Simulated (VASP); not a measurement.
ZrC, 2 atoms in the cell. It takes space group Fm-3m (No. 225, cubic). The conventional cell has a = 4.671 Å, b = 4.671 Å, c = 4.671 Å, α = 90.00°, β = 90.00°, γ = 90.00°. Zr (site symmetry m-3m) has 6 C at 2.34 Å as nearest neighbours. C (site symmetry m-3m) has 6 Zr at 2.34 Å as nearest neighbours. 

```yaml
Program: VASP 6.6.1
Task: single point
Functional: PBEsol
Potentials_or_basis: VASP PAW PBE potentials, release 64 (Zr_sv, C_h)
Cutoff: 900 eV
k_mesh: 16 × 16 × 16
Occupations: gaussian, width 0.1 eV
Spin: no spin polarisation
Further_INCAR_settings: ALGO = Fast; EDIFF = 1e-07
```

Potentials or basis: VASP PAW PBE potentials, release 64 (Zr_sv, C_h).

Launch:

```bash
$ cat potpaw_PBE.64/Zr_sv/POTCAR potpaw_PBE.64/C_h/POTCAR > POTCAR
$ mpirun -np 1 vasp_std > vasp.out
```

Hardware: 1 thread of Intel(R) Xeon(R) Platinum 8559C (Emerald Rapids) (shared host).

How long does it take, and how much memory?

Run time: 91 s on 1 thread of Intel(R) Xeon(R) Platinum 8559C (Emerald Rapids), with other jobs on the host, peak memory 0.27 GiB. Counts: scf iterations 27, k points 145.
